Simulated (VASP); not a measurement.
Input for VASP

**INCAR**
```
SYSTEM = ZrC
PREC = Accurate
ENCUT = 520
EDIFF = 1E-6
NELM = 40
ALGO = Normal
LREAL = .FALSE.
LASPH = .TRUE.
ISMEAR = 1
SIGMA = 0.1
GGA = PE
LMAXMIX = 4
LWAVE = .FALSE.
LCHARG = .FALSE.
ISIF = 2
```

### POSCAR
```
ZrC
1
    0.0000000000     2.3970000000     2.3970000000
    2.3970000000     0.0000000000     2.3970000000
    2.3970000000     2.3970000000     0.0000000000
Zr C
1 2
Direct
  0.0000000000   0.0000000000   0.0000000000
  0.5000000000   0.5000000000   0.5000000000
  0.5200000000   0.5200000000   0.5200000000
```

**KPOINTS**
```
Automatic mesh
0
Gamma
10 10 10
0 0 0
```

POTCAR, in this order: Zr_sv C (PBE.64 set). Program: vasp_std.

What VASP printed:

### standard output
```
 POSCAR found type information on POSCAR ZrC
 POSCAR found :  2 types and       3 ions
 Reading from existing POTCAR
 Reading from existing POTCAR
 LDA part: xc-table for (Slater+PW92), standard interpolation

 -----------------------------------------------------------------------------
|                                                                             |
|           W    W    AA    RRRRR   N    N  II  N    N   GGGG   !!!           |
|           W    W   A  A   R    R  NN   N  II  NN   N  G    G  !!!           |
|           W    W  A    A  R    R  N N  N  II  N N  N  G       !!!           |
|           W WW W  AAAAAA  RRRRR   N  N N  II  N  N N  G  GGG   !            |
|           WW  WW  A    A  R   R   N   NN  II  N   NN  G    G                |
|           W    W  A    A  R    R  N    N  II  N    N   GGGG   !!!           |
|                                                                             |
|     The distance between some ions is very small. Please check the          |
|     nearest-neighbor list in the OUTCAR file.                               |
|     I HOPE YOU KNOW WHAT YOU ARE DOING!                                     |
|                                                                             |
 -----------------------------------------------------------------------------

 POSCAR, INCAR and KPOINTS ok, starting setup
 WAVECAR not read
 entering main loop
       N       E                     dE             d eps       ncg     rms          rms(c)
DAV:   1     0.110223910344E+04    0.11022E+04   -0.13290E+04  3248   0.148E+03
DAV:   2     0.903906215787E+03   -0.19833E+03   -0.19592E+03  4052   0.439E+02
DAV:   3     0.895268022745E+03   -0.86382E+01   -0.85443E+01  4472   0.843E+01
DAV:   4     0.895020343711E+03   -0.24768E+00   -0.24765E+00  4062   0.151E+01
DAV:   5     0.895010006959E+03   -0.10337E-01   -0.10337E-01  4790   0.213E+00    0.468E+02
DAV:   6     0.940663520016E+03    0.45654E+02   -0.60330E+01  3424   0.105E+02    0.167E+02
DAV:   7     0.946290213048E+03    0.56267E+01   -0.42779E+01  3482   0.787E+01    0.344E+01
DAV:   8     0.946335096145E+03    0.44883E-01   -0.23028E+00  3762   0.150E+01    0.919E+00
DAV:   9     0.946316136670E+03   -0.18959E-01   -0.10175E-01  3682   0.285E+00    0.390E+00
DAV:  10     0.946350412353E+03    0.34276E-01   -0.45779E-01  3488   0.628E+00    0.112E+01
DAV:  11     0.946365298872E+03    0.14887E-01   -0.47613E-02  3638   0.200E+00    0.451E+00
DAV:  12     0.946365446481E+03    0.14761E-03   -0.26322E-03  3698   0.435E-01    0.221E+00
DAV:  13     0.946365624423E+03    0.17794E-03   -0.52063E-04  3926   0.204E-01    0.563E-01
DAV:  14     0.946365628752E+03    0.43284E-05   -0.52575E-05  3662   0.725E-02    0.993E-02
DAV:  15     0.946365628314E+03   -0.43822E-06   -0.85968E-06  4330   0.273E-02
   1 F= 0.94636563E+03 E0= 0.94636593E+03  d E =-.903631E-03
```

### OUTCAR
```
------------------------ aborting loop because EDIFF is reached ----------------------------------------
  FORCE on cell =-STRESS in cart. coord.  units (eV):
  Direction    XX          YY          ZZ          XY          YZ          ZX
  --------------------------------------------------------------------------------------
  Total      462.5962668    462.5962668    462.5962668    452.6205843    452.6205843    452.6205843
  in kB    26907.8258520  26907.8258520  26907.8258520  26327.5705698  26327.5705698  26327.5705698
  external PRESSURE =   26907.8258520 kB  Pullay stress =       0.0000000 kB
  volume of cell :       27.54
      direct lattice vectors                 reciprocal lattice vectors
     0.000000000  2.397000000  2.397000000    -0.208594076  0.208594076  0.208594076
     2.397000000  0.000000000  2.397000000     0.208594076 -0.208594076  0.208594076
     2.397000000  2.397000000  0.000000000     0.208594076  0.208594076 -0.208594076
 POSITION                                       TOTAL-FORCE (eV/Angst)
 -----------------------------------------------------------------------------------
      0.00000      0.00000      0.00000         0.484242      0.484242      0.484242
      2.39700      2.39700      2.39700     -4720.114752  -4720.114752  -4720.114752
      2.49288      2.49288      2.49288      4719.630510   4719.630510   4719.630510
 -----------------------------------------------------------------------------------
    total drift:                               -0.000021     -0.000021     -0.000021
  FREE ENERGIE OF THE ION-ELECTRON SYSTEM (eV)
  ---------------------------------------------------
  free  energy   TOTEN  =       946.3656283135 eV

  energy  without entropy=      946.3665319448  energy(sigma->0) =      946.36592952
```
(Selected blocks of OUTCAR.)

Q: Read the log: what went wrong, and how is it fixed?

A: The cause: one atom is typed twice, on or next to the same site. The run ends without an error. To mend it, correct POSCAR.
**POSCAR**
```
ZrC
1
    0.0000000000     2.3970000000     2.3970000000
    2.3970000000     0.0000000000     2.3970000000
    2.3970000000     2.3970000000     0.0000000000
Zr C
1 1
Direct
  0.0000000000   0.0000000000   0.0000000000
  0.5000000000   0.5000000000   0.5000000000
```
The mended run (PBE GGA, plane waves, VASP's PBE PAW potentials (set 64)) converges, and its OSZICAR ends with
```
   1 F= -.19411900E+02 E0= -.19411929E+02  d E =0.848763E-04
```
